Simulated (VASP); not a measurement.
Computed with LDA (Ceperley-Alder, Perdew-Zunger), VASP's LDA PAW potentials (set 64) (plane waves; VASP 6.6.1).

VASP input:

INCAR:
```
# general
SYSTEM =MoTe2
PREC   =Accurate
ENCUT  =400
LREAL  =.False.   # projection in real space or not
LASPH  =.True.
ICHARG =11   # fixed density

# electronic loop
EDIFF  =1E-7
NELM   =100
ALGO   =Normal   # blocked Davidson
LMAXMIX=4   # l cut-off of mixed one-centre charges

# smearing
ISMEAR =0   # Gaussian
SIGMA  =0.05   # width (eV)

# output
LWAVE  =.False.
LCHARG =.False.
LORBIT =11   # lm-projected
```

### POSCAR
```
MoTe2
1
    1.7362062544    -3.0071970407     0.0000000000
    1.7362062544     3.0071970407     0.0000000000
    0.0000000000     0.0000000000    13.7096940066
Te Mo
4 2
Direct
  0.3333330000   0.6666670000   0.8812981730
  0.6666670000   0.3333330000   0.3812981730
  0.6666670000   0.3333330000   0.1187018270
  0.3333330000   0.6666670000   0.6187018270
  0.3333330000   0.6666670000   0.2500000000
  0.6666670000   0.3333330000   0.7500000000
```

File KPOINTS:
```
k-points along high-symmetry lines
10
Line-mode
Reciprocal
  0.000000   0.000000   0.000000 ! GAMMA
  0.000000   0.500000   0.000000 ! M

  0.000000   0.500000   0.000000 ! M
 -0.333333   0.666667   0.000000 ! K

 -0.333333   0.666667   0.000000 ! K
  0.000000   0.000000   0.000000 ! GAMMA

  0.000000   0.000000   0.000000 ! GAMMA
  0.000000   0.000000   0.500000 ! A

  0.000000   0.000000   0.500000 ! A
  0.000000   0.500000   0.500000 ! L

  0.000000   0.500000   0.500000 ! L
 -0.333333   0.666667   0.500000 ! H

 -0.333333   0.666667   0.500000 ! H
  0.000000   0.000000   0.500000 ! A

  0.000000   0.500000   0.500000 ! L
  0.000000   0.500000   0.000000 ! M

 -0.333333   0.666667   0.500000 ! H
 -0.333333   0.666667   0.000000 ! K
```

POTCAR, in this order: Te Mo_sv (LDA.64 set). Program: vasp_std. Read from the step before: CHGCAR.

What will the output report for the number of irreducible k-points (NKPTS), number of bands (NBANDS), largest plane-wave count, number of space-group operations, FFT grid (NGX, NGY, NGZ)?

```yaml
number of irreducible k-points (NKPTS): 90
number of bands (NBANDS): 31
largest_plane_wave_count: 2626
number_of_space_group_operations: 24
FFT grid (NGX, NGY, NGZ): 24 × 24 × 90
```

The compound is MoTe2 in the 2H layered structure. It was relaxed first.
